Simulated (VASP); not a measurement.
**Hf: stress against strain**

Hf (hcp, P6_3/mmc, 22.443 Å³/atom and stress up to 0.08 GPa in the relaxed cell, c along z) under an equal strain ε along x and y, with z held. PBE in VASP (plane waves, PAW), 480 eV, 18×18×10 Γ-centred mesh, Methfessel-Paxton smearing 0.10 eV; ions are relaxed, or left where forces stay under 0.02 eV/Å, within the symmetry of each cell. Stress is positive for a compressed cell.

Here s stands for strain and y for stress xx.

| strain (%) | stress xx (GPa) |
|---|---|
| -3.00 | ? |
| -1.50 | 4.01 |
| -1.00 | 2.62 |
| -0.50 | 1.28 |
| 0.00 | 0.00 |
| 0.50 | -1.24 |
| 1.00 | -2.42 |
| 1.50 | -3.56 |

Problem. Fit y against s with a straight line, and predict the withheld value at s = -3.00.

Solution. Means: s 0, y 0.099. About the means, the sum of products is -17.655 and the sum of squares of s is 7.0000; the slope is their ratio. Least squares gives y = 0.099 - 2.5221·s. Residuals (row less fit): 0.128, -0.001, -0.080, -0.099, -0.078, 0.003, 0.124; standard error 0.104 (degrees of freedom: 5). The slope gives the elastic constants C11 + C12 = about 250 GPa. At the withheld row, y = 0.099 - 2.5221 × (-3.0) = 7.665 GPa. The calculation gives 8.57 GPa, 0.905 GPa above the prediction (7.5 % of the range of y in the table). The row lies outside the fitted rows, so this is an extrapolation. From the scatter of the fitted rows alone, a prediction at this place has a standard error of 0.162 GPa, so the miss is 5.6 times that.

A polynomial of degree 2 through the 12 other runs of the series gives 8.50 there, so most of the miss is curvature that the fit leaves out. In a metal these values are sensitive to mesh and smearing; energies are taken to zero smearing, stresses follow the free energy. Rows are the converged runs of the series near zero and its far end; series whose fitted rows scatter by over a few per cent of the range, as at a crossing or softening among them, aren't shown in this form, nor equations of state whose B0' disagrees with the runs' pressures. Most that stay on the fit to the last digits aren't either.
